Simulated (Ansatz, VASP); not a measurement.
# Cross-check of BN (Qingsongite) between VASP and Ansatz

One calculation is typed for both programs; each brings its own data sets. How far apart do they land? The cell is taken from a series of runs on this material, whose earlier steps may have relaxed, scaled, displaced or heated it; both programs get it as it stands.

Calculated with Ansatz 0.2.0; plane waves, with VASP 6.6.1 beside it; dielectric response at LDA.

## 1. The starting structure

It takes space group F-43m (No. 216, cubic). The conventional cell has a = 3.615 Å, b = 3.615 Å, c = 3.615 Å, α = 90.00°, β = 90.00°, γ = 90.00°. Nearest to B lie 4 N at 1.57 Å. N has 4 B at 1.57 Å nearest. Farther neighbours and most contacts between anions are not listed.

As a file:

```cif
data_structure
_symmetry_space_group_name_H-M 'F-43m'
_symmetry_Int_Tables_number 216
_cell_length_a 3.6150
_cell_length_b 3.6150
_cell_length_c 3.6150
_cell_angle_alpha 90.000
_cell_angle_beta 90.000
_cell_angle_gamma 90.000
_cell_volume 47.24
loop_
_atom_site_label
_atom_site_type_symbol
_atom_site_symmetry_multiplicity
_atom_site_Wyckoff_symbol
_atom_site_fract_x
_atom_site_fract_y
_atom_site_fract_z
_atom_site_occupancy
B1 B 4 a 0.00000 0.00000 0.00000 1
N1 N 4 d 0.25000 0.25000 0.75000 1
```

## 2. Ansatz: dielectric response, LDA

Ansatz runs on its default PAW (the set named soft_2) files.

The response to a field tests empty states and converges slowly with the mesh.

The input, input.yaml:

```yaml
crystal:
  lattice:
    - [0.0, 1.8075, 1.8075]
    - [1.8075, 0.0, 1.8075]
    - [1.8075, 1.8075, 0.0]
  atoms:
    - { symbol: B, position: [0.0, 0.0, 0.0] }
    - { symbol: "N", position: [0.25, 0.25, 0.25] }
kpoints:
  mp_grid: { grid: [10, 10, 10] }
hamiltonian:
  xc: lda
scf:
  occupations: { method: fixed }
dielectric: {}
```

On the command line:

```
$ ansatz run input.yaml --threads 1 --pin off --max-ram 1382MiB --backend cpu --events-out ev --progress --plain --runs-dir out
```

Numbers of over 12 decimals in the logs are rounded to 6 here.

What it wrote:

```text
Engine: ansatz 0.2.0, aarch64-unknown-linux-gnu
Pseudopotentials: kind: paw
Pseudopotential: B, paw, valence charge 3, recommended cutoff 420 eV (normal), B.paw.azcp
Pseudopotential: N, paw, valence charge 5, recommended cutoff 420 eV (normal), N.paw.azcp
Functional definition: SPW92
  exchange = slater_x
  correlation = pw_c
Crystal: 2 atoms, lattice volume = 11.810 Å³
Basis set: ecut = 420 eV, 259 PW (Γ), exchange–correlation on 36×36×36 points (8 copies of the dense FFT grid, shifted against one another)
Bands: 8, of which v1, the nominal top of the filled ones, is band 4 counted from 1 (3 counted from 0)
Symmetry: 24 space group operations
k-points: 171 of 1000 (irreducible under 4 space group operations, time reversal used)
Non-local potential: B, projectors of the file, l = 0: 2, l = 1: 2, l = 2: 1
Non-local potential: N, projectors of the file, l = 0: 2, l = 1: 2, l = 2: 1
PAW form: soft (Blöchl's): semilocal exchange-correlation on the pseudo side does not see the compensation charge
PAW frozen core: B, regenerated for the run's functional, and the local potential with it (the file was generated under x = pbe(κ = 0.804, μ = 0.219515), c = pbe(β = 0.066725))
PAW frozen core: N, regenerated for the run's functional, and the local potential with it (the file was generated under x = pbe(κ = 0.804, μ = 0.219515), c = pbe(β = 0.066725))
PAW one-centre angular grid: B, 110 points (default); XC on 64 Gauss nodes
PAW one-centre angular grid: N, 110 points (default); XC on 64 Gauss nodes
Initial density: superposition of atomic densities (neutral atoms: chi_scale 0, normalization atom), corrected by the library's trained network
Initial wavefunctions: pseudopotential atomic-orbital guess
Functional: x = slater, c = lda
SCF iter   1: F=—  HF=-526.458226 eV  |F-HF|=—  |Δ(HF+E_count)|=         —  Δρ=7.34e-3  dr2=4.63e-3  ethr=1.77e-3  ⟨swp⟩=3.8  Hψ=7771  notcnv=0  defer=277
preconditioner: auto → none  [insulator: Δε(μ)=4.305 eV  Ē_g=19.815 eV  n_scr=0 (ndim 8)  ℏωp=30.6 eV  f_vac=0.000  ε∞_Penn≈3.4]
SCF iter   2: F=—  HF=-526.456936 eV  |F-HF|=—  |Δ(HF+E_count)|=   1.29e-3  Δρ=3.20e-3  dr2=4.42e-4  ethr=5.79e-5  ⟨swp⟩=2.1  Hψ=3129  notcnv=0  defer=329
SCF iter   3: F=—  HF=-526.456798 eV  |F-HF|=—  |Δ(HF+E_count)|=   1.38e-4  Δρ=1.34e-3  dr2=7.39e-5  ethr=5.52e-6  ⟨swp⟩=2.8  Hψ=2342  notcnv=0  defer=329
SCF iter   4: F=—  HF=-526.456777 eV  |F-HF|=—  |Δ(HF+E_count)|=   2.11e-5  Δρ=3.87e-4  dr2=6.09e-6  ethr=9.24e-7  ⟨swp⟩=1.0  Hψ=1368  notcnv=0
SCF iter   5: F=—  HF=-526.456775 eV  |F-HF|=—  |Δ(HF+E_count)|=   1.68e-6  Δρ=5.27e-5  dr2=1.19e-7  ethr=7.61e-8  ⟨swp⟩=1.0  Hψ=1368  notcnv=0
SCF iter   6: F=—  HF=-526.456775 eV  |F-HF|=—  |Δ(HF+E_count)|=   1.29e-7  Δρ=3.14e-6  dr2=4.54e-10  ethr=1.49e-9  ⟨swp⟩=2.0  Hψ=2011  notcnv=0
SCF iter   7: F=-526.456775 eV  HF=-526.456775 eV  |F-HF|=4.09e-12  |Δ(HF+E_count)|=  6.71e-12  Δρ=4.85e-7  dr2=7.59e-12  ethr=1.25e-12  ⟨swp⟩=2.3  Hψ=3312  notcnv=0
SCF 1 converged in 7 iterations: F = -526.456775 eV  dr2 = 7.59e-12
  greatest PAW one-centre occupation: 0.780 electrons in one spin orbital (limit 2), on the N atom at site 1 (counted from 0), in its partial waves of l = 0
NSCF: frozen V_eff on 2 k-points
DFPT response loops at Γ: preconditioner auto → none (the input reference at scf.mixing.eps_inf says where Resta's filter doesn't serve); β = 0.50; Broyden in place of MSR1
── the response to a field inside a basis, on 10×10×10 k-points: an SCF that follows is theirs, and a resumed run solves both again ──
Bands: 5, of which v1, the nominal top of the filled ones, is band 4 counted from 1 (3 counted from 0)
k-points: 110 of 1000 (irreducible under 6 space group operations, time reversal used)
Initial density: handed on by an earlier stage of this run
Initial wavefunctions: pseudopotential atomic-orbital guess (no wavefunctions were taken with the density)
Eigensolver: Dense (110 Hₖ)
SCF iter   1: F=—  HF=-526.463586 eV  |F-HF|=—  |Δ(HF+E_count)|=         —  Δρ=1.08e-3  dr2=1.79e-5  ethr=1.00e-1
preconditioner: auto → none  [insulator: Δε(μ)=4.645 eV  Ē_g=16.245 eV  n_scr=0 (ndim 8)  ℏωp=30.6 eV  f_vac=0.000  ε∞_Penn≈4.5]
SCF iter   2: F=—  HF=-526.463587 eV  |F-HF|=—  |Δ(HF+E_count)|=   1.37e-6  Δρ=5.20e-4  dr2=4.48e-6  ethr=2.23e-7
SCF iter   3: F=—  HF=-526.463589 eV  |F-HF|=—  |Δ(HF+E_count)|=   1.68e-6  Δρ=1.61e-4  dr2=1.34e-6  ethr=5.60e-8
SCF iter   4: F=-526.463589 eV  HF=-526.463589 eV  |F-HF|=2.16e-10  |Δ(HF+E_count)|=   3.28e-7  Δρ=1.48e-5  dr2=7.06e-9  ethr=1.68e-8
SCF 1 converged in 4 iterations: F = -526.463589 eV  dr2 = 7.06e-9
  greatest PAW one-centre occupation: 0.779 electrons in one spin orbital (limit 2), on the N atom at site 1 (counted from 0), in its partial waves of l = 0
DFPT response loops at Γ: mixed as the last ones told, above
SCF converged after 7 iterations
Free energy (F): -526.456775 eV
Harris-Foulkes:  -526.456775 eV  (|F-HF|=4.09e-12)
Internal energy: -526.456775 eV  (E = F + TS)
E sigma→0 (E₀):  -526.456775 eV
Fermi energy:    10.922492 eV
--- Per-component energies (eV) ---
  E_band       = 24.804309
  E_kinetic    = 185.143403
  E_local      = -176.546618  (includes V_loc(G=0)·N_el)
  E_nonlocal   = 58.496875
  E_hartree    = 48.600911
  E_xc         = -92.554135
  E_vxc        = -115.539494  (∫ρ·V_xc dr)
  E_paw        = -191.338538  (= ΣΔE_a)
  E_vpaw       = -23.951769  (= ΣTr[D̂ρ^β])
  E_aug_tail   = 0.000099  (compensation charges beyond the density's cutoff)
  E_ewald      = -358.384650
  E_core_change = 0.125878  (= ΣΔE_core)
  E_smearing   = -0.000000  (= −TS)
  E_closure    = -0.000000  (closes the sum)
  Σ components = -526.456775   (vs F -526.456775, Δ=0.00e0)
--- Band table (eV; the first three rows and the last of 171) ---
  k-point 0: bands = ["-9.1515", "10.9225", "10.9225", "10.9225", "19.6195", "19.6195", "19.6195", "21.3340"]
  k-point 1: bands = ["-8.9074", "9.6649", "10.6676", "10.6676", "19.9179", "20.0027", "20.0027", "22.0896"]
  k-point 2: bands = ["-8.1880", "6.9623", "10.0943", "10.0943", "20.3458", "20.7948", "20.7948", "23.6677"]
  k-point 170: bands = ["-3.3882", "2.6662", "4.1339", "5.4850", "20.3023", "23.2649", "25.6963", "26.4072"]
--- Dielectric response (ions clamped): 3 representative field directions + reference, inside a basis on a mesh of 1000 k-points (Σ response iterations 12) ---
  ε∞ (high-frequency dielectric tensor):
        4.592957     0.000000    -0.000000
        0.000000     4.592957     0.000000
       -0.000000     0.000000     4.592957
  Born effective charges Z* (e; rows j = field, columns β = displacement):
    site 0:
         1.89157   -0.00000   -0.00000
        -0.00000    1.89157    0.00000
        -0.00000    0.00000    1.89157
    site 1:
        -1.89157    0.00000    0.00000
         0.00000   -1.89157   -0.00000
         0.00000   -0.00000   -1.89157
  Z* charge neutrality: 4.307e-4 e pre-enforcement
  solved inside a basis spanned on kpoints, on 10×10×10 k-points, its susceptibility summed on 14×14×14: ε∞ is read to err by 1.2e-2, Z* by 6.4e-3 e (field_mesh: kpoints solves on kpoints); Z* is corrected for what the basis lacks
```

(Part 1 of 2 ends here.)

[Lines on the potential files, build, host, timing and source positions are cut from VASP's logs without a mark.]

[Logs are printed without paths, hosts, clocks, repeated set-up lines and the standing remarks that a program may print on its own settings, such as how far it seeks lower states.]

[Hosts, paths, dates, database ids (printed as entryN), source tags and the programs' standing remarks are cut or masked in the printed files.]
